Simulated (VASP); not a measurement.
These are PW91 GGA, VASP's PBE PAW potentials (set 64) (plane waves; VASP) values and carry that method's errors.

A VASP calculation is set up with these files.

File POSCAR:
```
SrCl2
1
    0.0000000000     3.5492249690     3.5492249690
    3.5492249690     0.0000000000     3.5492249690
    3.5492249690     3.5492249690     0.0000000000
Sr Cl
1 2
Direct
  0.0000000000   0.0000000000   0.0000000000
  0.2500000000   0.2500000000   0.2500000000
  0.7500000000   0.7500000000   0.7500000000
```

File KPOINTS:
```
Automatic mesh
0
Gamma
6 6 6
0 0 0
```

### INCAR
```
SYSTEM=SrCl2
PREC=Accurate; ENCUT=520; LREAL=.FALSE.
LASPH=.TRUE.
EDIFF=1E-7; NELM=100; ALGO=Normal
LMAXMIX=4
ISMEAR=0; SIGMA=0.05
GGA=91
ISIF=2
LWAVE=.FALSE.; LCHARG=.FALSE.
```

POTCAR, in this order: Sr_sv Cl (PBE.64 set). Program: vasp_std.

What VASP printed:

File OSZICAR:
```
       N       E                     dE             d eps       ncg     rms          rms(c)
DAV:   1     0.153223915591E+03    0.15322E+03   -0.11396E+04   512   0.133E+03
DAV:   2    -0.349308403277E+01   -0.15672E+03   -0.15385E+03   712   0.249E+02
DAV:   3    -0.128259177257E+02   -0.93328E+01   -0.93244E+01   656   0.659E+01
DAV:   4    -0.132202056085E+02   -0.39429E+00   -0.39420E+00   912   0.107E+01
DAV:   5    -0.132221606088E+02   -0.19550E-02   -0.19550E-02   720   0.769E-01    0.112E+01
DAV:   6    -0.128935408571E+02    0.32862E+00   -0.89515E-01   696   0.530E+00    0.754E+00
DAV:   7    -0.128992685466E+02   -0.57277E-02   -0.44268E-01   792   0.405E+00    0.231E+00
DAV:   8    -0.129080580239E+02   -0.87895E-02   -0.60181E-02   632   0.150E+00    0.342E-01
DAV:   9    -0.129095878043E+02   -0.15298E-02   -0.28807E-03   736   0.314E-01    0.121E-01
DAV:  10    -0.129113420430E+02   -0.17542E-02   -0.15909E-03   568   0.243E-01    0.310E-02
DAV:  11    -0.129114682291E+02   -0.12619E-03   -0.14481E-04   760   0.673E-02    0.401E-02
DAV:  12    -0.129114864083E+02   -0.18179E-04   -0.24089E-05   592   0.275E-02    0.101E-02
DAV:  13    -0.129114904229E+02   -0.40146E-05   -0.90653E-06   696   0.166E-02    0.501E-03
DAV:  14    -0.129114905055E+02   -0.82568E-07   -0.33164E-07   640   0.405E-03
   1 F= -.12911491E+02 E0= -.12911491E+02  d E =-.202592E-19
```

**OUTCAR**
```
------------------------ aborting loop because EDIFF is reached ----------------------------------------
  FORCE on cell =-STRESS in cart. coord.  units (eV):
  Direction    XX          YY          ZZ          XY          YZ          ZX
  --------------------------------------------------------------------------------------
  Total       -0.4969604     -0.4969604     -0.4969604      0.0000000     -0.0000000      0.0000000
  in kB       -8.9043414     -8.9043414     -8.9043414      0.0000000     -0.0000000      0.0000000
  external PRESSURE =      -8.9043414 kB  Pullay stress =       0.0000000 kB
  volume of cell :       89.42
      direct lattice vectors                 reciprocal lattice vectors
     0.000000000  3.549224969  3.549224969    -0.140875826  0.140875826  0.140875826
     3.549224969  0.000000000  3.549224969     0.140875826 -0.140875826  0.140875826
     3.549224969  3.549224969  0.000000000     0.140875826  0.140875826 -0.140875826
 POSITION                                       TOTAL-FORCE (eV/Angst)
 -----------------------------------------------------------------------------------
      0.00000      0.00000      0.00000        -0.000000     -0.000000     -0.000000
      1.77461      1.77461      1.77461         0.000000      0.000000      0.000000
      5.32384      5.32384      5.32384        -0.000000     -0.000000     -0.000000
 -----------------------------------------------------------------------------------
    total drift:                               -0.000000     -0.000000      0.000000
  FREE ENERGIE OF THE ION-ELECTRON SYSTEM (eV)
  ---------------------------------------------------
  free  energy   TOTEN  =       -12.9114905055 eV

  energy  without entropy=      -12.9114905055  energy(sigma->0) =      -12.91149051
```
(Selected blocks of OUTCAR.)

**OUTCAR**
```
 val. band max:       -0.2337278582   @ k =   0.5000   0.5000   0.0000

 cond. band min:       4.9292762564   @ k =   0.0000   0.0000   0.0000


 Fermi energy:         0.0724620898

 k-point     1 :       0.0000    0.0000    0.0000
  band No.  band energies     occupation
      1     -33.2249      2.00000
      2     -15.2580      2.00000
      3     -15.2580      2.00000
      4     -15.2580      2.00000
      5     -13.3558      2.00000
      6     -12.6040      2.00000
      7      -2.1890      2.00000
      8      -2.1890      2.00000
      9      -2.1890      2.00000
     10      -0.5503      2.00000
     11      -0.5503      2.00000
     12      -0.5503      2.00000
     13       4.9293      0.00000
     14       5.8609      0.00000
     15       5.8609      0.00000
     16       8.7223      0.00000

 k-point     2 :       0.1667    0.0000    0.0000
  band No.  band energies     occupation
      1     -33.2243      2.00000
      2     -15.3167      2.00000
      3     -15.2606      2.00000
      4     -15.2606      2.00000
      5     -13.2406      2.00000
      6     -12.6544      2.00000
      7      -2.0958      2.00000
      8      -2.0958      2.00000
      9      -2.0251      2.00000
     10      -0.8391      2.00000
     11      -0.6860      2.00000
     12      -0.6860      2.00000
     13       5.4994      0.00000
     14       6.0432      0.00000
     15       6.0432      0.00000
     16       7.6711      0.00000

 k-point     3 :       0.3333    0.0000    0.0000
  band No.  band energies     occupation
      1     -33.2231      2.00000
      2     -15.4170      2.00000
      3     -15.2659      2.00000
      4     -15.2659      2.00000
      5     -13.0504      2.00000
      6     -12.7253      2.00000
      7      -1.8582      2.00000
      8      -1.8582      2.00000
      9      -1.7140      2.00000
     10      -1.3194      2.00000
     11      -0.9918      2.00000
     12      -0.9918      2.00000
     13       6.3302      0.00000
...
```

The compound is SrCl2 in the fluorite structure. This cell is one point of a volume scan, at 1.03 of the reference volume.
